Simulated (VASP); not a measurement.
An input for Quantum ESPRESSO's pw.x (written as the equivalent of a VASP run, and not itself run):

```
&CONTROL
  calculation = 'scf'
  pseudo_dir = './pseudo'
  outdir = './out'
  tprnfor = .true.
  tstress = .true.
/
&SYSTEM
  ibrav = 0
  nat = 2
  ntyp = 2
  ecutwfc = 100
  occupations = 'smearing'
  smearing = 'gaussian'
  degauss = 0.003675
  input_dft = 'pbesol'
/
&ELECTRONS
  conv_thr = 7.3e-09
  electron_maxstep = 100
/
ATOMIC_SPECIES
  Lu 174.967 Lu.upf
  N 14.007 N.upf
CELL_PARAMETERS angstrom
     3.2165132    0.0000000    0.0000000
    -1.6082566    2.6741584    0.0000000
     0.0000000    0.0000000    2.8145076
ATOMIC_POSITIONS crystal
  Lu   1.0000000  0.0000000  0.0000000
  N    0.6666670  0.3333330  0.5000000
K_POINTS automatic
  10 10 8 0 0 0
```

Q: Write the VASP files for the same calculation (PBEsol).

A: Several could match; the one computed here: 
KPOINTS:
```
Automatic mesh
0
Gamma
  10 10 8
0 0 0
```

**INCAR**
```
SYSTEM = LuN
PREC = Accurate
ENCUT = 600
EDIFF = 1E-7
NELM = 100
ALGO = Normal
LREAL = .FALSE.
LASPH = .TRUE.
ISMEAR = 0
SIGMA = 0.05
GGA = PS
LMAXMIX = 6
LWAVE = .FALSE.
LCHARG = .FALSE.
ISIF = 2
```

### POSCAR
```
LuN
6.4330260
  0.5000000287   0.0000000000   0.0000000000
 -0.2500000143   0.4156921496   0.0000000000
  0.0000000000   0.0000000000   0.4375091306
Lu N
1 1
Cartesian
  0.5000000287   0.0000000000   0.0000000000
  0.2500002643   0.1385639113   0.2187545653
```

POTCAR, in this order: Lu_3 N (PBE.64 set). Program: vasp_std.

Limits of the translation: the potentials are each code's own (VASP's PAW set, PseudoDojo norm-conserving files in pw.x), so ENCUT and ecutwfc are chosen apart and not converted; conv_thr bounds pw.x's estimated SCF error, while EDIFF bounds the energy change between steps.

The structure was generated: LuN was put into the WC type (P-6m2), which need not be its known phase. This cell was strained or had an atom moved on purpose.
